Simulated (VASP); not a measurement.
These are PBEsol GGA, VASP's PBE PAW potentials (set 64) (plane waves; VASP) values and carry that method's errors.

VASP input:

File KPOINTS:
```
K-points
0
Gamma
10 10 10
```

### INCAR
```
# general
SYSTEM   =  Ta
PREC     =  Accurate
ENCUT    =  530   # plane-wave cut-off (eV)
LREAL    =  .False.
LASPH    =  .True.   # aspherical one-centre terms

# electronic loop
EDIFF    =  1E-7   # SCF stop (eV)
NELM     =  100   # most electronic steps
ALGO     =  Normal
LMAXMIX  =  6   # l cut-off of mixed one-centre charges

# smearing
ISMEAR   =  1   # Methfessel-Paxton
SIGMA    =  0.1   # width (eV)

# functional
GGA      =  PS   # PBEsol

# ions
IBRION   =  6
NSW      =  1
ISIF     =  3
POTIM    =  0.015   # step
NFREE    =  2

# output
LWAVE    =  .False.
LCHARG   =  .False.
```

### POSCAR
```
Ta
1
    0.0000000000     3.0037082306     3.0037082306
    3.0037082306     0.0000000000     3.0037082306
    3.0037082306     3.0037082306     0.0000000000
Ta
2
Direct
  0.7500000000   0.7500000000   0.7500000000
  0.5000000000   0.5000000000   0.5000000000
```

POTCAR, in this order: Ta_pv (PBE.64 set). Program: vasp_std.

Output of the run:

**OSZICAR**
```
...
DAV:   1    -0.191225641649E+02   -0.80610E-01   -0.30233E+00  8523   0.168E+01    0.177E+00
DAV:   2    -0.190479963551E+02    0.74568E-01   -0.22785E-01  9125   0.359E+00    0.581E-01
DAV:   3    -0.190410096107E+02    0.69867E-02   -0.30842E-02 10885   0.134E+00    0.210E-01
DAV:   4    -0.190407234733E+02    0.28614E-03   -0.16619E-03 10164   0.317E-01    0.111E-01
DAV:   5    -0.190407428478E+02   -0.19374E-04   -0.36986E-04 11073   0.144E-01    0.529E-02
DAV:   6    -0.190407510206E+02   -0.81728E-05   -0.46133E-05  9463   0.484E-02    0.769E-03
DAV:   7    -0.190407502584E+02    0.76220E-06   -0.79259E-06  9509   0.184E-02    0.374E-03
DAV:   8    -0.190407501753E+02    0.83087E-07   -0.28822E-07  9361   0.398E-03
   8 F= -.19040750E+02 E0= -.19041079E+02  d E =0.985181E-03
       N       E                     dE             d eps       ncg     rms          rms(c)
DAV:   1    -0.191922993364E+02   -0.15155E+00   -0.26763E+00  8600   0.121E+01    0.200E+00
DAV:   2    -0.190473066702E+02    0.14499E+00   -0.48115E-01  8845   0.406E+00    0.531E-01
DAV:   3    -0.190416351164E+02    0.56716E-02   -0.34353E-02 10976   0.114E+00    0.219E-01
DAV:   4    -0.190408172025E+02    0.81791E-03   -0.39257E-03  9685   0.506E-01    0.986E-02
DAV:   5    -0.190407511855E+02    0.66017E-04   -0.49575E-04 11344   0.163E-01    0.573E-02
DAV:   6    -0.190407509169E+02    0.26860E-06   -0.41136E-05  9822   0.631E-02    0.955E-03
DAV:   7    -0.190407502601E+02    0.65682E-06   -0.19455E-06  9726   0.165E-02    0.687E-03
DAV:   8    -0.190407501362E+02    0.12388E-06   -0.14876E-06  9825   0.113E-02    0.682E-04
DAV:   9    -0.190407501317E+02    0.44574E-08   -0.73106E-08  4643   0.345E-03
   9 F= -.19040750E+02 E0= -.19041078E+02  d E =0.984855E-03
       N       E                     dE             d eps       ncg     rms          rms(c)
DAV:   1    -0.191248256963E+02   -0.84076E-01   -0.21559E+00  8656   0.115E+01    0.108E+00
DAV:   2    -0.190665926182E+02    0.58233E-01   -0.14019E-01  9846   0.245E+00    0.411E-01
DAV:   3    -0.190500151474E+02    0.16577E-01   -0.24825E-02 10406   0.905E-01    0.193E-01
DAV:   4    -0.190415528211E+02    0.84623E-02   -0.16398E-02 10735   0.748E-01    0.638E-02
DAV:   5    -0.190408494871E+02    0.70333E-03   -0.13090E-03  9996   0.261E-01    0.348E-02
DAV:   6    -0.190406917938E+02    0.15769E-03   -0.23847E-04 10672   0.104E-01    0.851E-03
DAV:   7    -0.190407195891E+02   -0.27795E-04   -0.14011E-05  9812   0.342E-02    0.305E-03
DAV:   8    -0.190407423207E+02   -0.22732E-04   -0.19529E-06 10918   0.102E-02    0.121E-03
DAV:   9    -0.190407477143E+02   -0.53936E-05   -0.13454E-07  5711   0.352E-03    0.470E-04
DAV:  10    -0.190407498482E+02   -0.21339E-05   -0.14116E-08  4671   0.106E-03    0.872E-05
DAV:  11    -0.190407500941E+02   -0.24592E-06   -0.32601E-09  4524   0.476E-04    0.390E-05
DAV:  12    -0.190407501357E+02   -0.41589E-07   -0.10448E-09  4496   0.248E-04
  10 F= -.19040750E+02 E0= -.19041078E+02  d E =0.984862E-03
       N       E                     dE             d eps       ncg     rms          rms(c)
DAV:   1    -0.191923313393E+02   -0.15158E+00   -0.26568E+00  8894   0.122E+01    0.201E+00
DAV:   2    -0.190472972059E+02    0.14503E+00   -0.48033E-01  9062   0.405E+00    0.529E-01
DAV:   3    -0.190416303997E+02    0.56668E-02   -0.34256E-02 10974   0.114E+00    0.219E-01
DAV:   4    -0.190408163617E+02    0.81404E-03   -0.39649E-03  9622   0.509E-01    0.985E-02
DAV:   5    -0.190407513610E+02    0.65001E-04   -0.49713E-04 11323   0.164E-01    0.575E-02
DAV:   6    -0.190407509546E+02    0.40635E-06   -0.41299E-05  9751   0.634E-02    0.972E-03
DAV:   7    -0.190407502746E+02    0.68000E-06   -0.20275E-06  9945   0.168E-02    0.695E-03
DAV:   8    -0.190407501215E+02    0.15317E-06   -0.15739E-06  9895   0.116E-02    0.698E-04
DAV:   9    -0.190407501171E+02    0.43215E-08   -0.76221E-08  4643   0.353E-03
  11 F= -.19040750E+02 E0= -.19041078E+02  d E =0.984853E-03
       N       E                     dE             d eps       ncg     rms          rms(c)
DAV:   1    -0.191098346024E+02   -0.69084E-01   -0.20631E+00  8712   0.112E+01    0.108E+00
DAV:   2    -0.190579587422E+02    0.51876E-01   -0.13852E-01  9846   0.242E+00    0.405E-01
DAV:   3    -0.190456448914E+02    0.12314E-01   -0.22694E-02 10490   0.874E-01    0.192E-01
DAV:   4    -0.190409015318E+02    0.47434E-02   -0.16777E-02 11106   0.734E-01    0.544E-02
DAV:   5    -0.190407808127E+02    0.12072E-03   -0.11288E-03  9701   0.247E-01    0.279E-02
DAV:   6    -0.190407619696E+02    0.18843E-04   -0.21510E-04 10798   0.958E-02    0.721E-03
DAV:   7    -0.190407546831E+02    0.72865E-05   -0.15030E-05  9741   0.361E-02    0.202E-03
DAV:   8    -0.190407517409E+02    0.29422E-05   -0.76426E-07 10807   0.798E-03    0.123E-03
DAV:   9    -0.190407503820E+02    0.13589E-05   -0.64801E-08  4727   0.250E-03    0.118E-04
DAV:  10    -0.190407501686E+02    0.21340E-06   -0.96095E-09  4524   0.928E-04    0.381E-05
DAV:  11    -0.190407501556E+02    0.12948E-07   -0.23545E-09  4482   0.433E-04
  12 F= -.19040750E+02 E0= -.19041078E+02  d E =0.984861E-03
       N       E                     dE             d eps       ncg     rms          rms(c)
DAV:   1    -0.191924351095E+02   -0.15168E+00   -0.25863E+00  8831   0.119E+01    0.201E+00
DAV:   2    -0.190472713328E+02    0.14516E+00   -0.47954E-01  8992   0.404E+00    0.529E-01
DAV:   3    -0.190416260631E+02    0.56453E-02   -0.34446E-02 11071   0.115E+00    0.219E-01
DAV:   4    -0.190408161612E+02    0.80990E-03   -0.38941E-03  9706   0.505E-01    0.986E-02
DAV:   5    -0.190407512790E+02    0.64882E-04   -0.49338E-04 11246   0.162E-01    0.571E-02
DAV:   6    -0.190407508571E+02    0.42195E-06   -0.40828E-05  9927   0.627E-02    0.962E-03
DAV:   7    -0.190407502557E+02    0.60137E-06   -0.18804E-06  9911   0.162E-02    0.687E-03
DAV:   8    -0.190407501236E+02    0.13212E-06   -0.14361E-06  9853   0.111E-02    0.688E-04
DAV:   9    -0.190407501195E+02    0.41214E-08   -0.70700E-08  4650   0.339E-03
  13 F= -.19040750E+02 E0= -.19041078E+02  d E =0.984852E-03
       N       E                     dE             d eps       ncg     rms          rms(c)
DAV:   1    -0.190698693387E+02   -0.29119E-01   -0.18347E+00  5172   0.126E+01    0.497E-01
DAV:   2    -0.190571362264E+02    0.12733E-01   -0.10082E-01  5907   0.293E+00    0.316E-01
DAV:   3    -0.190429319958E+02    0.14204E-01   -0.34099E-02  6411   0.105E+00    0.931E-02
DAV:   4    -0.190416254642E+02    0.13065E-02   -0.81785E-03  6663   0.517E-01    0.298E-02
DAV:   5    -0.190416862335E+02   -0.60769E-04   -0.34218E-04  5516   0.143E-01    0.114E-02
DAV:   6    -0.190417337566E+02   -0.47523E-04   -0.43976E-05  6817   0.500E-02    0.216E-03
DAV:   7    -0.190417357831E+02   -0.20265E-05   -0.22003E-06  5766   0.132E-02    0.128E-03
DAV:   8    -0.190417380076E+02   -0.22245E-05   -0.14316E-07  3942   0.311E-03    0.268E-04
DAV:   9    -0.190417383050E+02   -0.29735E-06   -0.13919E-08  2789   0.110E-03    0.761E-05
DAV:  10    -0.190417383633E+02   -0.58295E-07   -0.28276E-09  2768   0.447E-04
  14 F= -.19041738E+02 E0= -.19042103E+02  d E =0.109331E-02
       N       E                     dE             d eps       ncg     rms          rms(c)
DAV:   1    -0.190277947984E+02    0.13944E-01   -0.22390E+00  5221   0.146E+01    0.264E-01
DAV:   2    -0.190417928379E+02   -0.13998E-01   -0.15073E-01  5928   0.372E+00    0.156E-01
DAV:   3    -0.190417877512E+02    0.50867E-05   -0.18773E-03  6537   0.380E-01    0.887E-02
DAV:   4    -0.190417450930E+02    0.42658E-04   -0.17844E-04  6180   0.125E-01    0.237E-02
DAV:   5    -0.190417384786E+02    0.66144E-05   -0.39384E-05  5634   0.509E-02    0.431E-03
DAV:   6    -0.190417384374E+02    0.41254E-07   -0.18635E-06  6733   0.130E-02    0.175E-03
DAV:   7    -0.190417384009E+02    0.36535E-07   -0.17577E-07  3188   0.387E-03
  15 F= -.19041738E+02 E0= -.19042103E+02  d E =0.109339E-02
```

### OUTCAR
```
------------------------ aborting loop because EDIFF is reached ----------------------------------------
  FORCE on cell =-STRESS in cart. coord.  units (eV):
  Direction    XX          YY          ZZ          XY          YZ          ZX
  --------------------------------------------------------------------------------------
  Total       -0.0032126      0.0056042      0.0056042      0.0000000      0.2162689      0.0000000
  in kB       -0.0949654      0.1656622      0.1656622      0.0000000      6.3929522      0.0000000
  external PRESSURE =       0.0787864 kB  Pullay stress =       0.0000000 kB
  volume of cell :       54.20
      direct lattice vectors                 reciprocal lattice vectors
     0.000000000  3.003708231  3.003708231    -0.166460908  0.166460908  0.166460908
     3.003708231  0.000000000  3.003708231     0.166460908 -0.166460908  0.166460908
     3.003708231  3.003708231  0.000000000     0.166460908  0.166460908 -0.166460908
 POSITION                                       TOTAL-FORCE (eV/Angst)
 -----------------------------------------------------------------------------------
      4.49056      4.50556      4.50556         0.032498      0.000000      0.000000
      3.00371      3.00371      3.00371        -0.032498     -0.000000     -0.000000
 -----------------------------------------------------------------------------------
    total drift:                               -0.002087     -0.000000     -0.000000
  FREE ENERGIE OF THE ION-ELECTRON SYSTEM (eV)
  ---------------------------------------------------
  free  energy   TOTEN  =       -19.0417384009 eV

  energy  without entropy=      -19.0428317890  energy(sigma->0) =      -19.04210286

   1 f  =    2.417489 THz    15.189528 2PiTHz   80.638737 cm-1     9.997925 meV
             X         Y         Z           dx          dy          dz
      4.505562  4.505562  4.505562     0.000000   -0.707107    0.000000
      3.003708  3.003708  3.003708     0.000000    0.707107    0.000000

   2 f  =    2.417489 THz    15.189528 2PiTHz   80.638737 cm-1     9.997925 meV
             X         Y         Z           dx          dy          dz
      4.505562  4.505562  4.505562    -0.707107    0.000000    0.000000
      3.003708  3.003708  3.003708     0.707107    0.000000    0.000000

   3 f  =    2.417489 THz    15.189528 2PiTHz   80.638737 cm-1     9.997925 meV
             X         Y         Z           dx          dy          dz
      4.505562  4.505562  4.505562     0.000000    0.000000   -0.707107
      3.003708  3.003708  3.003708     0.000000    0.000000    0.707107

   4 f  =    0.000000 THz     0.000000 2PiTHz    0.000000 cm-1     0.000000 meV
             X         Y         Z           dx          dy          dz
      4.505562  4.505562  4.505562     0.707107    0.000000    0.000000
      3.003708  3.003708  3.003708     0.707107    0.000000    0.000000

   5 f  =    0.000000 THz     0.000000 2PiTHz    0.000000 cm-1     0.000000 meV
             X         Y         Z           dx          dy          dz
      4.505562  4.505562  4.505562     0.000000    0.707107    0.000000
      3.003708  3.003708  3.003708     0.000000    0.707107    0.000000

   6 f  =    0.000000 THz     0.000000 2PiTHz    0.000000 cm-1     0.000000 meV
             X         Y         Z           dx          dy          dz
      4.505562  4.505562  4.505562     0.000000    0.000000    0.707107
      3.003708  3.003708  3.003708     0.000000    0.000000    0.707107

 ELASTIC MODULI CONTR FROM IONIC RELAXATION (kBar)
 Direction    XX          YY          ZZ          XY          YZ          ZX
 --------------------------------------------------------------------------------
 XX          -0.0000     -0.0000     -0.0000      0.0000      0.0000     -0.0000
 YY          -0.0000     -0.0000     -0.0000      0.0000      0.0000      0.0000
 ZZ          -0.0000     -0.0000     -0.0000      0.0000      0.0000     -0.0000
 XY           0.0000      0.0000      0.0000  -2843.3926      0.0000      0.0000
 YZ           0.0000      0.0000      0.0000      0.0000  -2843.3926      0.0000
 ZX          -0.0000      0.0000     -0.0000      0.0000      0.0000  -2843.3926
 --------------------------------------------------------------------------------

 TOTAL ELASTIC MODULI (kBar)
 Direction    XX          YY          ZZ          XY          YZ          ZX
 --------------------------------------------------------------------------------
 XX          27.3267   1135.8137   1135.8137      0.0000     -0.0000      0.0000
 YY        1135.8137     27.3267   1135.8137      0.0000      0.0000      0.0000
 ZZ        1135.8137   1135.8137     27.3267      0.0000      0.0000     -0.0000
 XY           0.0000      0.0000      0.0000  -2518.9925      0.0000      0.0000
 YZ          -0.0000      0.0000      0.0000      0.0000  -2518.9925      0.0000
 ZX           0.0000      0.0000     -0.0000      0.0000      0.0000  -2518.9925
 --------------------------------------------------------------------------------
```
(Selected blocks of OUTCAR.)

Finite-difference elastic constants of metals are sensitive to mesh and smearing; shear constants can be off by tens of GPa.

The structure was generated: Ta was put into the diamond type (Fd-3m), which need not be its known phase. It was relaxed first, which changed the volume by +6 %.
